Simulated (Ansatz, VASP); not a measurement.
# Cross-check of SnSe2 between VASP and Ansatz, part 2 of 2

Wanted: the spread between two codes on one cell, functional and k mesh. The structure shown is the start of the Ansatz relaxation below; VASP solves that cell, so the two are compared at the walk's first step.

VASP 6.6.1 and Ansatz 0.2.0.

So far. Step 4 (Differences): The forces differ by 6.7 meV/Å r.m.s., which is 23.8 % of the r.m.s. force of 0.028 eV/Å (both taken over all components). With vacuum in the cell, a pressure given here is an average over mostly empty space and none of the material.

### Step 6. VASP: single point, PBE with D3(BJ), start cell, pair 2

Level of this step: PBE with D3(BJ); plane waves and PAW (Sn_d, Se) (VASP).

The same cell, functional, mesh and smearing now go to VASP, with its own data sets.

File INCAR:

```
SYSTEM = SnSe2
PREC = Accurate
ENCUT = 400
EDIFF = 1E-06
NELM = 120
ISMEAR = -1
SIGMA = 0.02
LREAL = .FALSE.
ALGO = Normal
GGA = PE
IVDW = 12
NBANDS = 32
LORBIT = 11
LWAVE = .FALSE.
LCHARG = .FALSE.
ISIF = 2
LDIPOL = .TRUE.
IDIPOL = 3
DIPOL = 0.5 0.5 0.5
LVHAR = .TRUE.
LASPH = .TRUE.
GGA_COMPAT = .FALSE.
EFERMI = MIDGAP
NELMDL = -8
KPAR = 2
```

File POSCAR:

```
SnSe2
1.0
    3.8700000000      0.0000000000      0.0000000000
   -1.9350000000      3.3515180000      0.0000000000
    0.0000000000      0.0000000000     46.0000000000
Sn Se
2 4
Direct
    0.0000000000      0.0000000000      0.4319565217
    0.0000000000      0.0000000000      0.5680434783
    0.3333334328      0.6666668656      0.4663043478
    0.6666667164      0.3333334328      0.3976086957
    0.3333334328      0.6666668656      0.6023913043
    0.6666667164      0.3333334328      0.5336956522
```

File KPOINTS:

```
Automatic mesh
0
Gamma
6 6 1
0 0 0
```

PAW data sets: Sn_d and Se (PBE family, release 64).

Started as:

```console
> mpirun -np 2 vasp_std
```

Numbers of over 12 decimals in the logs are rounded to 6 here.

What it wrote:

```text
[banner, memory and clock lines left out]
running    2 mpi-ranks, on    1 nodes
[...]
LDA part: xc-table for (Slater+PW92), standard interpolation
 POSCAR, INCAR and KPOINTS ok, starting setup
[...]
entering main loop
       N       E                     dE             d eps       ncg     rms          rms(c)
DAV:   1     0.370986670142E+03    0.37099E+03   -0.19274E+04   576   0.107E+03
DAV:   2     0.237752763692E+02   -0.34721E+03   -0.34213E+03   592   0.255E+02
DAV:   3    -0.223546101175E+02   -0.46130E+02   -0.45597E+02   528   0.112E+02
DAV:   4    -0.241943561820E+02   -0.18397E+01   -0.18323E+01   592   0.261E+01
[...]
DAV:  23    -0.236947604606E+02   -0.24283E-05   -0.23633E-08   368   0.806E-04    0.285E-04
DAV:  24    -0.236947632110E+02   -0.27503E-05   -0.60414E-08   368   0.659E-04    0.226E-04
DAV:  25    -0.236947639868E+02   -0.77581E-06   -0.12182E-08   360   0.429E-04
   1 F= -.25453334E+02 E0= -.25453334E+02  d E =-.223774E-08
```

Parts of OUTCAR (step 6):

```text
 Edisp (eV)   -1.75857

  Total      -1.14210    -1.14210    -0.12876    -0.00000     0.00000     0.00000
  in kB      -3.06693    -3.06693    -0.34577    -0.00000     0.00000     0.00000
  external pressure =       -2.16 kB  Pullay stress =        0.00 kB

 POSITION                                       TOTAL-FORCE (eV/Angst)
 -----------------------------------------------------------------------------------
      0.00000      0.00000     19.87000         0.000000      0.000000      0.021816
      0.00000      0.00000     26.13000        -0.000000     -0.000000     -0.021816
      0.00000      2.23435     21.45000        -0.000000     -0.000000      0.117800
      1.93500      1.11717     18.29000        -0.000000      0.000000     -0.047383
      0.00000      2.23435     27.71000         0.000000     -0.000000      0.047383
      1.93500      1.11717     24.55000         0.000000      0.000000     -0.117800
 -----------------------------------------------------------------------------------
    total drift:                               -0.000000     -0.000696      0.000000

  FREE ENERGIE OF THE ION-ELECTRON SYSTEM (eV)
  ---------------------------------------------------
  free  energy   TOTEN  =       -25.4533342514 eV

  energy  without entropy=      -25.4533342492  energy(sigma->0) =      -25.45333425

[... 3 further parts left out ...]
[key lines of the parts left out:]
E-fermi :  -3.0552
```

### Step 7. Comparison

What differs besides the data sets and the points named for the pairs above, as far as they apply: the data sets hold 92 valence electrons in Ansatz (on its PAW soft_1 files) and 52 in VASP. Total energies have different zeros and are not compared.

Forces (eV/Å; atoms numbered as in POSCAR):

| atom | Ansatz x, y, z | VASP x, y, z |
| --- | --- | --- |
| Sn1 | 0.000, 0.000, 0.024 | 0.000, 0.000, 0.022 |
| Sn2 | 0.000, 0.000, -0.024 | 0.000, 0.000, -0.022 |
| Se3 | 0.000, 0.000, 0.104 | 0.000, 0.000, 0.118 |
| Se4 | 0.000, 0.000, -0.033 | 0.000, 0.000, -0.047 |
| Se5 | 0.000, 0.000, 0.033 | 0.000, 0.000, 0.047 |
| Se6 | 0.000, 0.000, -0.104 | 0.000, 0.000, -0.118 |

The forces differ by 6.7 meV/Å r.m.s., which is 15.6 % of the r.m.s. force of 0.043 eV/Å (both taken over all components). With vacuum in the cell, a pressure given here is an average over mostly empty space and none of the material.

### Step 8. Ansatz: relaxation, PBE with D3(BJ)

The two programs are compared at the cell with which this relaxation starts, whose forces are those of its first step. This pair takes another cell of the material, with 9 atoms against 6 for the pair before.

The structure compared here is the start of the Ansatz relaxation; VASP solves that cell, so the two are compared at the walk's first step.

File input.yaml:

```yaml
crystal:
  lattice:
    - [3.87, 0.0, 0.0]
    - [-1.935, 3.3515183126, 0.0]
    - [0.0, 0.0, 58.6]
  atoms:
    - { symbol: Sn, position: [0.0, 0.0, 0.3931740614] }
    - { symbol: Se, position: [0.3333333333, 0.6666666667, 0.4201365188] }
    - { symbol: Se, position: [0.6666666667, 0.3333333333, 0.3662116041] }
    - { symbol: Sn, position: [0.0, 0.0, 0.5] }
    - { symbol: Se, position: [0.3333333333, 0.6666666667, 0.5269624573] }
    - { symbol: Se, position: [0.6666666667, 0.3333333333, 0.4730375427] }
    - { symbol: Sn, position: [0.0, 0.0, 0.6068259386] }
    - { symbol: Se, position: [0.3333333333, 0.6666666667, 0.6337883959] }
    - { symbol: Se, position: [0.6666666667, 0.3333333333, 0.5798634812] }
  periodic: [true, true, false]
kpoints:
  mp_grid: { grid: [6, 6, 1] }
hamiltonian:
  xc: pbe
  dispersion: d3bj
  pseudopotentials: { kind: paw, azcp: { folder: soft_1 } }
scf:
  occupations: { method: fermi_dirac, width: 0.02 }
relax:
  f_tol: 0.01
  max_steps: 100
  cell: {}
```

Started as:

```console
> ansatz run input.yaml --threads 3 --pin off --max-ram 92160MiB --backend cuda --events-out ev --progress --plain --runs-dir out --devices 1 --max-vram 13GiB
```

What it wrote:

```text
GPUs: using 1 of 1 available (devices: 1).
[...]
GPU FFT provider: cuFFT
GPU libraries: cuBLAS 13.8.2, cuFFT 12.4.0, cuSOLVER 12.3.4
Crystal: 9 atoms, lattice volume = 760.064 Å³
Basis set: ecut = 420 eV, 15003 PW (Γ), exchange–correlation on 54×54×800 points (8 copies of the dense FFT grid, shifted against one another)
[...]
- { symbol: Se, position: [0.333333, 0.666667, 0.424911] }
    - { symbol: Se, position: [0.666667, 0.333333, 0.370521] }
    - { symbol: Sn, position: [0, 0, 0.5] }
    - { symbol: Se, position: [0.333333, 0.666667, 0.527166] }
    - { symbol: Se, position: [0.666667, 0.333333, 0.472834] }
    - { symbol: Sn, position: [5.088370216730643e-18, 0, 0.602286] }
    - { symbol: Se, position: [0.333333, 0.666667, 0.629479] }
    - { symbol: Se, position: [0.666667, 0.333333, 0.575089] }
[key lines of the parts left out:]
SCF converged after 7 iterations
Free energy (F): -50893.227590 eV
Fermi energy:    -5.579021 eV
P = ½ c Tr σ = 0.0380 N/m
```

### Step 9. VASP: single point, PBE with D3(BJ), start cell, pair 3

The same cell, functional, mesh and smearing now go to VASP, with its own data sets.

INCAR: that of step 6 with these lines changed.

```diff
@@ -11,3 +11,3 @@
 IVDW = 12
-NBANDS = 32
+NBANDS = 48
 LORBIT = 11
```

File POSCAR:

```
SnSe2
1.0
    3.8700000000      0.0000000000      0.0000000000
   -1.9350000000      3.3515180000      0.0000000000
    0.0000000000      0.0000000000     58.6000000000
Sn Se
3 6
Direct
    0.0000000000      0.0000000000      0.3931740614
    0.0000000000      0.0000000000      0.5000000000
    0.0000000000      0.0000000000      0.6068259386
    0.3333334328      0.6666668656      0.4201365188
    0.6666667164      0.3333334328      0.3662116041
    0.3333334328      0.6666668656      0.5269624573
    0.6666667164      0.3333334328      0.4730375427
    0.3333334328      0.6666668656      0.6337883959
    0.6666667164      0.3333334328      0.5798634812
```

KPOINTS is that of step 6.

Started as:

```console
> mpirun -np 2 vasp_std
```

What it wrote:

```text
[banner, memory and clock lines left out]
running    2 mpi-ranks, on    1 nodes
[...]
LDA part: xc-table for (Slater+PW92), standard interpolation
|                                                                             |
|           W    W    AA    RRRRR   N    N  II  N    N   GGGG   !!!           |
|           W    W   A  A   R    R  NN   N  II  NN   N  G    G  !!!           |
|           W    W  A    A  R    R  N N  N  II  N N  N  G       !!!           |
|           W WW W  AAAAAA  RRRRR   N  N N  II  N  N N  G  GGG   !            |
|           WW  WW  A    A  R   R   N   NN  II  N   NN  G    G                |
|           W    W  A    A  R    R  N    N  II  N    N   GGGG   !!!           |
|                                                                             |
|     One of the lattice vectors is very long (>50 A), but AMIN is rather     |
|     large. This can spoil convergence since charge sloshing might occur     |
|     along the long lattice vector. If problems with convergence are         |
|     observed, try to decrease AMIN to a smaller value (e.g. 0.01).          |
|     Note: This warning only applies if the self-consistency cycle is        |
|     used.                                                                   |
|                                                                             |

 POSCAR, INCAR and KPOINTS ok, starting setup
[...]
entering main loop
       N       E                     dE             d eps       ncg     rms          rms(c)
DAV:   1     0.607056782529E+03    0.60706E+03   -0.28913E+04   800   0.111E+03
DAV:   2     0.442306703952E+02   -0.56283E+03   -0.55095E+03   856   0.272E+02
DAV:   3    -0.327676521872E+02   -0.76998E+02   -0.76095E+02   792   0.123E+02
DAV:   4    -0.362282782838E+02   -0.34606E+01   -0.34412E+01   832   0.302E+01
[...]
DAV:  23    -0.355363452505E+02   -0.29686E-05   -0.33987E-08   504   0.808E-04    0.306E-04
DAV:  24    -0.355363482059E+02   -0.29554E-05   -0.50144E-08   504   0.553E-04    0.194E-04
DAV:  25    -0.355363486770E+02   -0.47107E-06   -0.65758E-09   504   0.369E-04
   1 F= -.38320689E+02 E0= -.38320689E+02  d E =-.264448E-08
```

Parts of OUTCAR (step 9):

```text
 Edisp (eV)   -2.78434

  Total      -1.70717    -1.70717    -0.40732    -0.00000    -0.00000     0.00000
  in kB      -3.59864    -3.59864    -0.85862    -0.00000    -0.00000     0.00000
  external pressure =       -2.69 kB  Pullay stress =        0.00 kB

 POSITION                                       TOTAL-FORCE (eV/Angst)
 -----------------------------------------------------------------------------------
      0.00000      0.00000     23.04000        -0.000000      0.000000      0.024341
      0.00000      0.00000     29.30000        -0.000000      0.000000     -0.000000
      0.00000      0.00000     35.56000        -0.000000      0.000000     -0.024341
      0.00000      2.23435     24.62000         0.000000     -0.000000      0.117042
      1.93500      1.11717     21.46000         0.000000      0.000000     -0.047506
      0.00000      2.23435     30.88000         0.000000      0.000000      0.102823
      1.93500      1.11717     27.72000        -0.000000     -0.000000     -0.102823
      0.00000      2.23435     37.14000         0.000000     -0.000000      0.047506
      1.93500      1.11717     33.98000        -0.000000      0.000000     -0.117042
 -----------------------------------------------------------------------------------
    total drift:                                0.000000     -0.001043      0.000000

  FREE ENERGIE OF THE ION-ELECTRON SYSTEM (eV)
  ---------------------------------------------------
  free  energy   TOTEN  =       -38.3206890225 eV

  energy  without entropy=      -38.3206890199  energy(sigma->0) =      -38.32068902

[... 3 further parts left out ...]
[key lines of the parts left out:]
E-fermi :  -2.5798
```

### Step 10. Comparison

What differs besides the data sets and the points named for the pairs above, as far as they apply: the data sets hold 138 valence electrons in Ansatz (on its PAW soft_1 files) and 78 in VASP. Total energies have different zeros and are not compared.

Forces (eV/Å; atoms numbered as in POSCAR):

| atom | Ansatz x, y, z | VASP x, y, z |
| --- | --- | --- |
| Sn1 | 0.000, 0.000, 0.024 | 0.000, 0.000, 0.024 |
| Sn2 | 0.000, 0.000, 0.000 | 0.000, 0.000, 0.000 |
| Sn3 | 0.000, 0.000, -0.024 | 0.000, 0.000, -0.024 |
| Se4 | 0.000, 0.000, 0.103 | 0.000, 0.000, 0.117 |
| Se5 | 0.000, 0.000, -0.034 | 0.000, 0.000, -0.048 |
| Se6 | 0.000, 0.000, 0.089 | 0.000, 0.000, 0.103 |
| Se7 | 0.000, 0.000, -0.089 | 0.000, 0.000, -0.103 |
| Se8 | 0.000, 0.000, 0.034 | 0.000, 0.000, 0.048 |
| Se9 | 0.000, 0.000, -0.103 | 0.000, 0.000, -0.117 |

The forces differ by 6.6 meV/Å r.m.s., which is 14.7 % of the r.m.s. force of 0.045 eV/Å (both taken over all components). With vacuum in the cell, a pressure given here is an average over mostly empty space and none of the material.

### Step 11. What came out

* r.m.s. force difference (single point, PBE with D3(BJ), start cell, pair 1): 6.7 meV/Å
* r.m.s. force difference (single point, PBE with D3(BJ), start cell, pair 2): 6.7 meV/Å
* r.m.s. force difference (single point, PBE with D3(BJ), start cell, pair 3): 6.6 meV/Å

What this shows: The r.m.s. force difference is 6.7 meV/Å (single point, PBE with D3(BJ), start cell, pair 2), within the 12 meV/Å picked in this series as the mark of a large difference. The data sets hold unlike numbers of valence electrons (46 in Ansatz and 26 in VASP, 92 in Ansatz and 52 in VASP and 138 in Ansatz and 78 in VASP), so part of the differences comes from the potentials. 3 further runs of this series are not shown here. How closely two codes agree says nothing of how well the functional describes the real material.

[Lines on the potential files, build, host, timing and source positions are cut from VASP's logs without a mark.]

[Logs are printed without paths, hosts, clocks, repeated set-up lines and the standing remarks that a program may print on its own settings, such as how far it seeks lower states.]

[Hosts, paths, dates, database ids (printed as entryN), source tags and the programs' standing remarks are cut or masked in the printed files.]
